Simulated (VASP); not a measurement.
Input for VASP

**INCAR**
```
ALGO = Normal
EDIFF = 1E-6
EDIFFG = -0.02
ENCUT = 500
GGA = PS
IBRION = 2
ISIF = 3
ISMEAR = 1
LASPH = .TRUE.
LCHARG = .FALSE.
LREAL = .FALSE.
LWAVE = .FALSE.
NELM = 100
NSW = 40
PREC = Accurate
PSTRESS = 100
SIGMA = 0.1
SYSTEM = Ca
```

POSCAR:
```
Ca
1
   -0.0000000000     2.4399417597     2.4399417597
    2.4399417597     0.0000000000     2.4399417597
    2.4399417597     2.4399417597    -0.0000000000
Ca
1
Direct
  0.0000000000   0.0000000000   0.0000000000
```

**KPOINTS**
```
Automatic mesh
0
Gamma
13 13 13
0 0 0
```

POTCAR, in this order: Ca_sv (PBE.64 set). Program: vasp_std.

Task: Translate this PBEsol calculation to Ansatz.

Result: One equivalent input (not run):
Ansatz 0.2 input:
```yaml
crystal:
  lattice:
    - [0.0000000, 2.4399418, 2.4399418]
    - [2.4399418, 0.0000000, 2.4399418]
    - [2.4399418, 2.4399418, 0.0000000]
  atoms:
    - { symbol: Ca, position: [0.0000000, 0.0000000, 0.0000000] }
kpoints:
  mp_grid: { grid: [13, 13, 13] }
hamiltonian:
  xc: pbesol
  pseudopotentials: { kind: paw }
scf:
  occupations: { method: methfessel_paxton, width: 0.1 }
  max_iter: 100
relax:
  max_steps: 40
  f_tol: 0.02
  cell: { p_target: 10 }
output: { forces: true, stress: true, eigenvalues: true }
```
Limits of the translation: each code has its own PAW files, so the cut-off isn't converted (ENCUT is set for VASP's; basis.ecutwfc is left out, and Ansatz then takes the one that its files recommend); Ansatz stops its SCF on the density residual and VASP on the energy change (EDIFF).

The compound is Ca in the fcc structure. It was relaxed first under an external pressure of 10 GPa.
